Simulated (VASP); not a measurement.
Level of theory: LDA (Ceperley-Alder, Perdew-Zunger), VASP's LDA PAW potentials (set 64) (plane waves; VASP).

The input files of a VASP run:

KPOINTS:
```
Automatic mesh
0
Gamma
7 7 7
0 0 0
```

POSCAR:
```
PbTe
1
    0.0000000000     3.1913417423     3.1913417423
    3.1913417423    -0.0000000000     3.1913417423
    3.1913417423     3.1913417423     0.0000000000
Te Pb
1 1
Direct
  0.5000000000   0.5000000000   0.5000000000
  0.0000000000   0.0000000000   0.0000000000
```

INCAR:
```
SYSTEM = PbTe
PREC = Accurate
ENCUT = 520
EDIFF = 1E-6
NELM = 100
ALGO = Normal
LREAL = .FALSE.
LASPH = .TRUE.
ISMEAR = 0
SIGMA = 0.05
LMAXMIX = 4
LWAVE = .FALSE.
LCHARG = .FALSE.
IBRION = 2
ISIF = 3
NSW = 60
EDIFFG = -0.01
```

POTCAR, in this order: Te Pb_d (LDA.64 set). Program: vasp_std.

What VASP printed:

**OSZICAR**
```
       N       E                     dE             d eps       ncg     rms          rms(c)
DAV:   1     0.155984046371E+03    0.15598E+03   -0.94024E+03   560   0.141E+03
DAV:   2     0.241282790304E+01   -0.15357E+03   -0.15086E+03   590   0.344E+02
DAV:   3    -0.859248295841E+01   -0.11005E+02   -0.10926E+02   740   0.983E+01
DAV:   4    -0.888151934958E+01   -0.28904E+00   -0.28894E+00   692   0.191E+01
DAV:   5    -0.889162772391E+01   -0.10108E-01   -0.10108E-01   794   0.306E+00    0.368E+00
DAV:   6    -0.878504784637E+01    0.10658E+00   -0.24447E-01   770   0.431E+00    0.232E+00
DAV:   7    -0.877770347872E+01    0.73444E-02   -0.66588E-02   700   0.155E+00    0.912E-01
DAV:   8    -0.877703257420E+01    0.67090E-03   -0.75906E-03   674   0.990E-01    0.126E-01
DAV:   9    -0.877698021845E+01    0.52356E-04   -0.87636E-04   790   0.318E-01    0.325E-02
DAV:  10    -0.877697605040E+01    0.41680E-05   -0.54916E-05   644   0.658E-02    0.249E-02
DAV:  11    -0.877697628013E+01   -0.22973E-06   -0.19226E-05   734   0.325E-02    0.995E-03
DAV:  12    -0.877697633525E+01   -0.55113E-07   -0.13619E-06   420   0.102E-02
   1 F= -.87769763E+01 E0= -.87769763E+01  d E =-.877698E+01
```

### OUTCAR
```
------------------------ aborting loop because EDIFF is reached ----------------------------------------
  FORCE on cell =-STRESS in cart. coord.  units (eV):
  Direction    XX          YY          ZZ          XY          YZ          ZX
  --------------------------------------------------------------------------------------
  Total       -0.0056684     -0.0056684     -0.0056684      0.0000000      0.0000000      0.0000000
  in kB       -0.1397082     -0.1397082     -0.1397082      0.0000000      0.0000000      0.0000000
  external PRESSURE =      -0.1397082 kB  Pullay stress =       0.0000000 kB
  volume of cell :       65.01
      direct lattice vectors                 reciprocal lattice vectors
     0.000000000  3.191341742  3.191341742    -0.156673913  0.156673913  0.156673913
     3.191341742  0.000000000  3.191341742     0.156673913 -0.156673913  0.156673913
     3.191341742  3.191341742  0.000000000     0.156673913  0.156673913 -0.156673913
  FREE ENERGIE OF THE ION-ELECTRON SYSTEM (eV)
  ---------------------------------------------------
  free  energy   TOTEN  =        -8.7769763352 eV

  energy  without entropy=       -8.7769763352  energy(sigma->0) =       -8.77697634

 reached required accuracy - stopping structural energy minimisation
```
(Selected blocks of OUTCAR.)

The compound is PbTe in the rock salt structure. It was relaxed first. The start is the result of an earlier pass.
